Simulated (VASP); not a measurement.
# Vibrations of LaB6: a test of the settings

How far do the zone-centre frequencies of LaB6 depend on the numerical settings? The starting structure is a measured crystal structure from the Crystallography Open Database.

Program: VASP 6.6.1. Level of theory: Kohn-Sham DFT with plane waves and PAW; LDA. Results are calculated unless marked as measured.

### Step 1. The structure

The structure is cubic, space group Pm-3m (No. 221). The conventional cell has a = 4.157 Å, b = 4.157 Å, c = 4.157 Å, α = 90.00°, β = 90.00°, γ = 90.00°. Nearest to La lie 24 B at 3.05 Å. B has 6 B at 1.64 to 2.51 Å and 4 La at 3.05 Å nearest. Farther neighbours are not listed.

### Step 2. Reference modes

The cell comes from a relaxation at this level, not shown (68.88 Å³).

The input, INCAR:

```
SYSTEM = LaB6
PREC = Accurate
ENCUT = 450
EDIFF = 1E-08
NELM = 100
ISMEAR = 0
SIGMA = 0.05
LREAL = .FALSE.
ALGO = Normal
GGA = CA
NBANDS = 21
LASPH = .TRUE.
LORBIT = 11
LWAVE = .FALSE.
LCHARG = .FALSE.
KPAR = 8
IBRION = 6
NFREE = 2
POTIM = 0.015
NSW = 1
ISIF = 2
```

The input, POSCAR:

```
LaB6
1.0
    4.0992778371      0.0000000000      0.0000000000
    0.0000000000      4.0992778371      0.0000000000
    0.0000000000      0.0000000000      4.0992778371
La B
1 6
Direct
    0.0000000000      0.0000000000      0.0000000000
    0.5000000000      0.5000000000      0.8001390786
    0.5000000000      0.5000000000      0.1998609214
    0.5000000000      0.8001390786      0.5000000000
    0.8001390786      0.5000000000      0.5000000000
    0.5000000000      0.1998609214      0.5000000000
    0.1998609214      0.5000000000      0.5000000000
```

The input, KPOINTS:

```
Automatic mesh
0
Gamma
8 8 8
0 0 0
```

PAW data sets: La and B (LDA family, release 64).

On the command line:

```bash
> mpirun -np 8 vasp_std
```

Log:

```text
[banner, memory and clock lines left out]
running    8 mpi-ranks, on    1 nodes
 distrk:  each k-point on    1 cores,    8 groups
 distr:  one band on    1 cores,    1 groups

 POSCAR found type information on POSCAR LaB
 POSCAR found :  2 types and       7 ions
|                                                                             |
|           W    W    AA    RRRRR   N    N  II  N    N   GGGG   !!!           |
|           W    W   A  A   R    R  NN   N  II  NN   N  G    G  !!!           |
|           W    W  A    A  R    R  N N  N  II  N N  N  G       !!!           |
|           W WW W  AAAAAA  RRRRR   N  N N  II  N  N N  G  GGG   !            |
|           WW  WW  A    A  R   R   N   NN  II  N   NN  G    G                |
|           W    W  A    A  R    R  N    N  II  N    N   GGGG   !!!           |
|                                                                             |
|     For optimal performance we recommend to set                             |
|       NCORE = 2 up to number-of-cores-per-socket                            |
|     NCORE specifies how many cores store one orbital (NPAR=cpu/NCORE).      |
|     This setting can greatly improve the performance of VASP for DFT.       |
|     The default, NCORE=1 might be grossly inefficient on modern             |
|     multi-core architectures or massively parallel machines. Do your        |
|     Unfortunately you need to use the default for GW and RPA                |
|     calculations (for HF NCORE is supported but not extensively tested      |
|     yet).                                                                   |
|                                                                             |

 LDA part: xc-table for (Slater(with rela. corr.)+CA(PZ))
 , standard interpolation
 POSCAR, INCAR and KPOINTS ok, starting setup
 FFT: planning ... GRIDC
 FFT: planning ... GRID_SOFT
 FFT: planning ... GRID
 WAVECAR not read
 entering main loop
       N       E                     dE             d eps       ncg     rms          rms(c)
DAV:   1     0.200124670599E+03    0.20012E+03   -0.10324E+04  1542   0.158E+03
DAV:   2    -0.298683845663E+02   -0.22999E+03   -0.20846E+03  1872   0.289E+02
DAV:   3    -0.585895313563E+02   -0.28721E+02   -0.26329E+02  2166   0.139E+02
DAV:   4    -0.596413868842E+02   -0.10519E+01   -0.10464E+01  2710   0.230E+01
DAV:   5    -0.596769106526E+02   -0.35524E-01   -0.35491E-01  2285   0.338E+00    0.911E+00
DAV:   6    -0.547675126349E+02    0.49094E+01   -0.12203E+01  2224   0.196E+01    0.430E+00
DAV:   7    -0.544515316746E+02    0.31598E+00   -0.54772E+00  2503   0.120E+01    0.178E+00
DAV:   8    -0.546018477422E+02   -0.15032E+00   -0.27746E+00  2535   0.163E+01    0.164E+00
DAV:   9    -0.544225340932E+02    0.17931E+00   -0.44539E-01  2464   0.528E+00    0.802E-01
DAV:  10    -0.543917069459E+02    0.30827E-01   -0.25419E-01  2578   0.409E+00    0.130E-01
DAV:  11    -0.543932190307E+02   -0.15121E-02   -0.14835E-02  2114   0.743E-01    0.138E-01
DAV:  12    -0.543928014527E+02    0.41758E-03   -0.20668E-03  2682   0.393E-01    0.797E-02
DAV:  13    -0.543925240066E+02    0.27745E-03   -0.15573E-03  2535   0.351E-01    0.186E-02
DAV:  14    -0.543925308546E+02   -0.68480E-05   -0.86202E-05  2135   0.589E-02    0.946E-03
DAV:  15    -0.543925302979E+02    0.55675E-06   -0.81802E-06  2655   0.181E-02    0.575E-03
DAV:  16    -0.543925296225E+02    0.67536E-06   -0.22444E-06  2469   0.141E-02    0.206E-03
DAV:  17    -0.543925295451E+02    0.77442E-07   -0.60642E-07  2652   0.612E-03    0.499E-04
DAV:  18    -0.543925295473E+02   -0.22656E-08   -0.28204E-08  2258   0.123E-03
   1 F= -.54392530E+02 E0= -.54392024E+02  d E =-.101037E-02
[...]
2 F= -.54391837E+02 E0= -.54391331E+02  d E =-.101118E-02
[...]
3 F= -.54391837E+02 E0= -.54391331E+02  d E =-.101118E-02
[...]
4 F= -.54390957E+02 E0= -.54390458E+02  d E =-.998627E-03
[...]
5 F= -.54390957E+02 E0= -.54390458E+02  d E =-.998627E-03
[...]
6 F= -.54388118E+02 E0= -.54387613E+02  d E =-.100949E-02
 Finite differences progress:
  Degree of freedom:   3/  3
  Displacement:        1/  2
  Total:               5/  6
 bond charge predicted
       N       E                     dE             d eps       ncg     rms          rms(c)
DAV:   1    -0.543905220322E+02   -0.24045E-02   -0.70887E-01  3180   0.452E+00    0.298E-01
DAV:   2    -0.543889516534E+02    0.15704E-02   -0.22217E-02  5257   0.131E+00    0.161E-01
DAV:   3    -0.543881691797E+02    0.78247E-03   -0.57930E-03  3876   0.366E-01    0.412E-02
DAV:   4    -0.543881488356E+02    0.20344E-04   -0.94171E-04  4913   0.229E-01    0.303E-02
DAV:   5    -0.543881369686E+02    0.11867E-04   -0.66779E-05  4247   0.478E-02    0.423E-03
DAV:   6    -0.543881370026E+02   -0.33930E-07   -0.81829E-06  5266   0.220E-02    0.291E-03
DAV:   7    -0.543881369632E+02    0.39303E-07   -0.77884E-07  4931   0.465E-03    0.106E-03
DAV:   8    -0.543881369673E+02   -0.40591E-08   -0.76595E-08  5433   0.214E-03
   7 F= -.54388137E+02 E0= -.54387644E+02  d E =-.986532E-03
 Finite differences progress:
  Degree of freedom:   3/  3
  Displacement:        2/  2
  Total:               6/  6
```

Wall time 1.7 min (8 MPI ranks of AMD EPYC 7R43, shared host); peak memory 3.3 GiB.

Lines that name or quote the potential files are left out of all logs, and their timing lines are given in words.

From OUTCAR (step 2):

```text
ion  position               nearest neighbor table
   1  0.000  0.000  0.000-
   2  0.500  0.500  0.800-   3 1.64   4 1.74   5 1.74   6 1.74   7 1.74
   3  0.500  0.500  0.200-   2 1.64   4 1.74   5 1.74   6 1.74   7 1.74
   4  0.500  0.800  0.500-   6 1.64   3 1.74   5 1.74   2 1.74   7 1.74
   5  0.800  0.500  0.500-   7 1.64   3 1.74   4 1.74   6 1.74   2 1.74
   6  0.500  0.200  0.500-   4 1.64   3 1.74   2 1.74   5 1.74   7 1.74
   7  0.200  0.500  0.500-   5 1.64   3 1.74   4 1.74   2 1.74   6 1.74

  LATTYP: Found a simple cubic cell.
 ALAT       =     4.0992778371

 Subroutine GETGRP returns: Found 48 space group operations
 (whereof 48 operations were pure point group operations)

The static configuration has the point symmetry O_h .

 Found     35 irreducible k-points:

   k-points           NKPTS =     35   k-points in BZ     NKDIM =     35   number of bands    NBANDS=     21

   dimension x,y,z NGX =    28 NGY =   28 NGZ =   28
   dimension x,y,z NGXF=    56 NGYF=   56 NGZF=   56

   ENCUT  =  450.0 eV  33.07 Ry    5.75 a.u.   7.09  7.09  7.09*2*pi/ulx,y,z

   NELECT =      29.0000    total number of electrons

 k-points in reciprocal lattice and weights: Automatic mesh
   0.00000000  0.00000000  0.00000000       0.002
   0.12500000  0.00000000  0.00000000       0.012
   0.25000000  0.00000000  0.00000000       0.012
   0.37500000  0.00000000  0.00000000       0.012
   0.50000000  0.00000000  0.00000000       0.006
   0.12500000  0.12500000  0.00000000       0.023
   0.25000000  0.12500000  0.00000000       0.047
   0.37500000  0.12500000  0.00000000       0.047
   0.50000000  0.12500000  0.00000000       0.023
[...]
0.50000000  0.50000000  0.37500000       0.012
   0.50000000  0.50000000  0.50000000       0.002

 average (electrostatic) potential at core
       1 -95.2360       2 -28.7415       3 -28.7614       4 -28.7542       5 -28.7542
       6 -28.7542       7 -28.7542

 E-fermi :   8.8345

 k-point     1 :       0.0000    0.0000    0.0000
  band No.  band energies     occupation
    ...
     10       1.9937      2.00000
     11       2.0453      2.00000
     12       6.9750      2.00000
     13       6.9750      2.00000
     14       6.9975      2.00000
     15       9.0796      0.00000
     16       9.1082      0.00000
     17       9.1082      0.00000
     18      10.5027      0.00000
     19      10.5145      0.00000
    ...

 k-point     2 :       0.1250    0.0000    0.0000
  band No.  band energies     occupation
    ...
     11       2.8590      2.00000
     12       6.5511      2.00000
     13       6.5725      2.00000
     14       7.0252      2.00000
     15       8.4226      2.00000
     16       9.5604      0.00000
     17       9.5884      0.00000
     18      10.5097      0.00000
     19      10.7640      0.00000
     20      10.8036      0.00000
    ...

 k-point     3 :       0.2500    0.0000    0.0000
  band No.  band energies     occupation
    ...
     11       4.1184      2.00000
     12       5.9266      2.00000
     13       5.9456      2.00000
     14       7.1539      2.00000
     15       7.4063      2.00000
     16      10.1932      0.00000
     17      10.2172      0.00000
     18      10.4878      0.00000
     19      10.8413      0.00000
     20      10.9722      0.00000
    ...

  Total        0.0563151      0.0563151      0.0960085      0.0000000      0.0000000      0.0000000
  in kB        1.3098254      1.3098254      2.2330489      0.0000000      0.0000000      0.0000000
  external PRESSURE =       1.6175666 kB  Pullay stress =       0.0000000 kB

  energy-cutoff  :      450.00
  volume of cell :       68.88
      direct lattice vectors                 reciprocal lattice vectors
     4.099277837  0.000000000  0.000000000     0.243945407  0.000000000  0.000000000
     0.000000000  4.099277837  0.000000000     0.000000000  0.243945407  0.000000000
     0.000000000  0.000000000  4.099277837     0.000000000  0.000000000  0.243945407

 POSITION                                       TOTAL-FORCE (eV/Angst)
 -----------------------------------------------------------------------------------
      0.00000      0.00000      0.00000        -0.000000     -0.000000     -0.006122
      2.04964      2.04964      3.26499        -0.000000     -0.000000      0.584345
      2.04964      2.04964      0.81929        -0.000000     -0.000000     -0.276769
      2.04964      3.27999      2.04964         0.000000      0.040698     -0.075363
      3.27999      2.04964      2.04964         0.040698     -0.000000     -0.075363
      2.04964      0.81929      2.04964         0.000000     -0.040698     -0.075363
      0.81929      2.04964      2.04964        -0.040698     -0.000000     -0.075363
 -----------------------------------------------------------------------------------
    total drift:                                0.000000     -0.000000      0.000011

  FREE ENERGIE OF THE ION-ELECTRON SYSTEM (eV)
  ---------------------------------------------------
  free  energy   TOTEN  =       -54.3881369673 eV

  energy  without entropy=      -54.3871504357  energy(sigma->0) =      -54.38764370

 Eigenvectors and eigenvalues of the dynamical matrix
 ----------------------------------------------------

   1 f  =   39.311990 THz   247.004517 2PiTHz 1311.306832 cm-1   162.581253 meV
             X         Y         Z           dx          dy          dz
      0.000000  0.000000  0.000000     0.000000    0.000000    0.000000
      2.049639  2.049639  3.279992     0.000000    0.000000    0.408248
      2.049639  2.049639  0.819285    -0.000000   -0.000000   -0.408248
      2.049639  3.279992  2.049639    -0.000000    0.408248    0.000000
      3.279992  2.049639  2.049639     0.408248   -0.000000    0.000000
      2.049639  0.819285  2.049639    -0.000000   -0.408248   -0.000000
      0.819285  2.049639  2.049639    -0.408248    0.000000   -0.000000

   2 f  =   34.627172 THz   217.568940 2PiTHz 1155.038140 cm-1   143.206413 meV
             X         Y         Z           dx          dy          dz
      0.000000  0.000000  0.000000    -0.000000    0.000000    0.000000
      2.049639  2.049639  3.279992     0.000000   -0.000000   -0.575866
      2.049639  2.049639  0.819285     0.000000   -0.000000    0.575866
      2.049639  3.279992  2.049639     0.000000    0.252103    0.000000
      3.279992  2.049639  2.049639     0.323763   -0.000000   -0.000000
      2.049639  0.819285  2.049639     0.000000   -0.252103    0.000000
      0.819285  2.049639  2.049639    -0.323763   -0.000000    0.000000

   3 f  =   34.627172 THz   217.568940 2PiTHz 1155.038140 cm-1   143.206413 meV
             X         Y         Z           dx          dy          dz
      0.000000  0.000000  0.000000     0.000000   -0.000000   -0.000000
      2.049639  2.049639  3.279992    -0.000000    0.000000    0.041373
      2.049639  2.049639  0.819285     0.000000    0.000000   -0.041373
      2.049639  3.279992  2.049639    -0.000000   -0.519401    0.000000
      3.279992  2.049639  2.049639     0.478028    0.000000    0.000000
      2.049639  0.819285  2.049639    -0.000000    0.519401   -0.000000
      0.819285  2.049639  2.049639    -0.478028    0.000000   -0.000000

   4 f  =   26.181009 THz   164.500130 2PiTHz  873.304452 cm-1   108.275904 meV
             X         Y         Z           dx          dy          dz
      0.000000  0.000000  0.000000    -0.000171    0.000509   -0.010317
      2.049639  2.049639  3.279992     0.004876   -0.014515   -0.570268
      2.049639  2.049639  0.819285     0.004876   -0.014515   -0.570268
      2.049639  3.279992  2.049639     0.004876    0.028112    0.294443
      3.279992  2.049639  2.049639    -0.009443   -0.014515    0.294443
      2.049639  0.819285  2.049639     0.004876    0.028112    0.294443
      0.819285  2.049639  2.049639    -0.009443   -0.014515    0.294443

   5 f  =   26.181009 THz   164.500130 2PiTHz  873.304452 cm-1   108.275904 meV
             X         Y         Z           dx          dy          dz
      0.000000  0.000000  0.000000    -0.000538   -0.010305   -0.000499
      2.049639  2.049639  3.279992     0.015361    0.294096   -0.027587
      2.049639  2.049639  0.819285     0.015361    0.294096   -0.027587
      2.049639  3.279992  2.049639     0.015361   -0.569595    0.014244
      3.279992  2.049639  2.049639    -0.029751    0.294096    0.014244
      2.049639  0.819285  2.049639     0.015361   -0.569595    0.014244
      0.819285  2.049639  2.049639    -0.029751    0.294096    0.014244

   6 f  =   26.181009 THz   164.500130 2PiTHz  873.304452 cm-1   108.275904 meV
             X         Y         Z           dx          dy          dz
      0.000000  0.000000  0.000000     0.010316   -0.000529   -0.000197
      2.049639  2.049639  3.279992    -0.294400    0.015105   -0.010884
      2.049639  2.049639  0.819285    -0.294400    0.015105   -0.010884
      2.049639  3.279992  2.049639    -0.294400   -0.029254    0.005619
      3.279992  2.049639  2.049639     0.570184    0.015105    0.005619
      2.049639  0.819285  2.049639    -0.294400   -0.029254    0.005619
      0.819285  2.049639  2.049639     0.570184    0.015105    0.005619

   7 f  =   21.509491 THz   135.148118 2PiTHz  717.479389 cm-1    88.956067 meV
             X         Y         Z           dx          dy          dz
      0.000000  0.000000  0.000000    -0.000000    0.000000   -0.000000
      2.049639  2.049639  3.279992     0.054620    0.176013    0.000000
      2.049639  2.049639  0.819285    -0.054620   -0.176013   -0.000000
      2.049639  3.279992  2.049639    -0.464797    0.000000    0.176013
      3.279992  2.049639  2.049639    -0.000000   -0.464797    0.054620
      2.049639  0.819285  2.049639     0.464797    0.000000   -0.176013
      0.819285  2.049639  2.049639    -0.000000    0.464797   -0.054620

   8 f  =   21.509491 THz   135.148118 2PiTHz  717.479389 cm-1    88.956067 meV
             X         Y         Z           dx          dy          dz
      0.000000  0.000000  0.000000    -0.000000    0.000000    0.000000
      2.049639  2.049639  3.279992    -0.000483   -0.467576    0.000000
      2.049639  2.049639  0.819285     0.000483    0.467576    0.000000
      2.049639  3.279992  2.049639    -0.177122   -0.000000   -0.467576
      3.279992  2.049639  2.049639    -0.000000   -0.177122   -0.000483
      2.049639  0.819285  2.049639     0.177122   -0.000000    0.467576
      0.819285  2.049639  2.049639    -0.000000    0.177122    0.000483

   9 f  =   21.509491 THz   135.148118 2PiTHz  717.479389 cm-1    88.956067 meV
             X         Y         Z           dx          dy          dz
      0.000000  0.000000  0.000000    -0.000000    0.000000    0.000000
      2.049639  2.049639  3.279992    -0.497007    0.019798   -0.000000
      2.049639  2.049639  0.819285     0.497007   -0.019798   -0.000000
      2.049639  3.279992  2.049639    -0.050908   -0.000000    0.019798
      3.279992  2.049639  2.049639     0.000000   -0.050908   -0.497007
      2.049639  0.819285  2.049639     0.050908   -0.000000   -0.019798
      0.819285  2.049639  2.049639     0.000000    0.050908    0.497007

  10 f  =   17.228851 THz   108.252064 2PiTHz  574.692612 cm-1    71.252771 meV
             X         Y         Z           dx          dy          dz
      0.000000  0.000000  0.000000     0.000000   -0.000000    0.000000
      2.049639  2.049639  3.279992    -0.454729    0.180272   -0.000000
      2.049639  2.049639  0.819285     0.454729   -0.180272   -0.000000
      2.049639  3.279992  2.049639    -0.103555   -0.000000   -0.180272
      3.279992  2.049639  2.049639     0.000000    0.103555    0.454729
      2.049639  0.819285  2.049639     0.103555   -0.000000    0.180272
      0.819285  2.049639  2.049639     0.000000   -0.103555   -0.454729

  11 f  =   17.228851 THz   108.252064 2PiTHz  574.692612 cm-1    71.252771 meV
             X         Y         Z           dx          dy          dz
      0.000000  0.000000  0.000000     0.000000    0.000000    0.000000
      2.049639  2.049639  3.279992     0.007107    0.262386    0.000000
      2.049639  2.049639  0.819285    -0.007107   -0.262386    0.000000
      2.049639  3.279992  2.049639     0.425562   -0.000000   -0.262386
      3.279992  2.049639  2.049639     0.000000   -0.425562   -0.007107
      2.049639  0.819285  2.049639    -0.425562    0.000000    0.262386
      0.819285  2.049639  2.049639     0.000000    0.425562    0.007107

  12 f  =   17.228851 THz   108.252064 2PiTHz  574.692612 cm-1    71.252771 meV
             X         Y         Z           dx          dy          dz
      0.000000  0.000000  0.000000    -0.000000    0.000000    0.000000
      2.049639  2.049639  3.279992    -0.207776   -0.385559   -0.000000
      2.049639  2.049639  0.819285     0.207776    0.385559   -0.000000
      2.049639  3.279992  2.049639     0.241192   -0.000000    0.385559
    [... 90 further lines ...]
      3.279992  2.049639  2.049639     0.012151   -0.021966    0.228793
      2.049639  0.819285  2.049639     0.012149   -0.021970    0.228793
      0.819285  2.049639  2.049639     0.012151   -0.021966    0.228793

 ELASTIC MODULI CONTR FROM IONIC RELAXATION (kBar)
 Direction    XX          YY          ZZ          XY          YZ          ZX
 --------------------------------------------------------------------------------
 XX         -30.7219    -27.9669    -27.9669     -0.0000      0.0000      0.0000
 YY         -27.9669    -30.7219    -27.9669     -0.0000      0.0000      0.0000
 ZZ         -27.9669    -27.9669    -30.7219     -0.0000      0.0000      0.0000
 XY          -0.0000     -0.0000     -0.0000   -411.7722     -0.0000      0.0000
 YZ           0.0000      0.0000      0.0000     -0.0000   -411.7722     -0.0000
 ZX           0.0000      0.0000      0.0000      0.0000     -0.0000   -411.7722
 --------------------------------------------------------------------------------

 total charge
# of ion       s       p       d       f       tot
--------------------------------------------------
    1        2.009   5.651   0.669   0.244   8.573
    2        0.701   1.414   0.000   0.000   2.114
    3        0.701   1.414   0.000   0.000   2.114
    4        0.701   1.414   0.000   0.000   2.114
    5        0.701   1.414   0.000   0.000   2.114
    6        0.701   1.414   0.000   0.000   2.114
    7        0.701   1.414   0.000   0.000   2.114
--------------------------------------------------
tot          6.213  14.132   0.669   0.244  21.258

[... 3 further parts left out ...]
```

This run has no spin polarisation. Its electron count is odd, so without a moment it is a metal by construction. The last energy, forces, stress and levels in OUTCAR belong to the last displaced cell, not to the cell of POSCAR.

Reference: the zone-centre modes are A1g 1311.3, Eg 1155.0, T1u (2) 873.3, T2g 717.5, T1g 574.7, T2u 528.9, T1u (1) 194.1 cm⁻¹.

[end of part 1 of 2]

[Lines on the potential files, build, host, timing and source positions are cut from VASP's logs without a mark.]

[Logs are printed without paths, hosts, clocks, repeated set-up lines and the standing remarks that a program may print on its own settings, such as how far it seeks lower states.]

[Hosts, paths, dates, database ids (printed as entryN), source tags and the programs' standing remarks are cut or masked in the printed files.]
